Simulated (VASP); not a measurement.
Data:

```xyz
6
Lattice="4.6435 0.0000 0.0000 0.0000 4.6435 0.0000 0.0000 0.0000 2.9672" Properties=species:S:1:pos:R:3 pbc="T T T"
Ti     0.0000     0.0000     0.0000
Ti     2.3217     2.3217     1.4836
O      1.4162     1.4162     0.0000
O      3.7379     0.9056     1.4836
O      0.9056     3.7379     1.4836
O      3.2273     3.2273     0.0000
```

These are PBE GGA, VASP's PBE PAW potentials (set 64) (plane waves; VASP) values and carry that method's errors. Numerical set-up: 620 eV cut-off, 5×5×8 Γ-centred mesh, Gaussian smearing of 0.050 eV, potentials Ti_sv O.

Energy and stress use the plane-wave basis of the starting cell.

### Question
The ions, cell shape and volume at an external pressure of 5.0 GPa are relaxed. Which structure does the run end with?

### Answer

```xyz
6
Lattice="4.6030 0.0000 0.0000 0.0000 4.6030 0.0000 0.0000 0.0000 2.9520" Properties=species:S:1:pos:R:3 pbc="T T T"
Ti     4.6030     0.0000     0.0000
Ti     2.3015     2.3015     1.4760
O      1.4005     1.4005     2.9520
O      3.7019     0.9010     1.4760
O      0.9010     3.7019     1.4760
O      3.2025     3.2025     0.0000
```
Space group P4_2/mnm (136), at a tolerance of 0.03 Å.

### Question
How do energy and volume change from the first to the last step?

### Answer
The energy (σ→0) changes by +3.6 meV/atom and the volume by -2.2 %, in 4 ionic steps.

The compound is TiO2 in the rutile structure. This run relaxes it under an external pressure of 5 GPa. Symmetry was kept, so distortions that lower it aren't found.
